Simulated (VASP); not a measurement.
Given:

```xyz
5
Lattice="4.3821 0.0000 0.0000 0.0000 4.3821 0.0000 0.0000 0.0000 4.3821" Properties=species:S:1:pos:R:3 pbc="T T T"
K      0.0000     0.0000     0.0000
Cd     2.1910     2.1910     2.1910
F      0.0000     2.1910     2.1910
F      2.1910     0.0000     2.1910
F      2.1910     2.1910     0.0000
```

Calculation: PBEsol GGA, VASP's PBE PAW potentials (set 64) (plane waves; VASP). Numerical set-up: 400 eV cut-off, 6×6×6 Γ-centred mesh, Fermi-Dirac smearing of 0.050 eV, potentials K_sv Cd F.

At this cut-off the stress carries a Pulay error, which pulls relaxed volumes low.

Q: Give the stress tensor in GPa (positive for a compressed cell).

A: 
```
-6.09   0.00   0.00
 0.00  -6.09   0.00
 0.00   0.00  -6.09
```
The pressure is its mean diagonal, -6.09 GPa.

The structure comes from a computed database's KCdF3 entry (Pm-3m); how it stands against other phases isn't given here. The cell was not relaxed at this level.
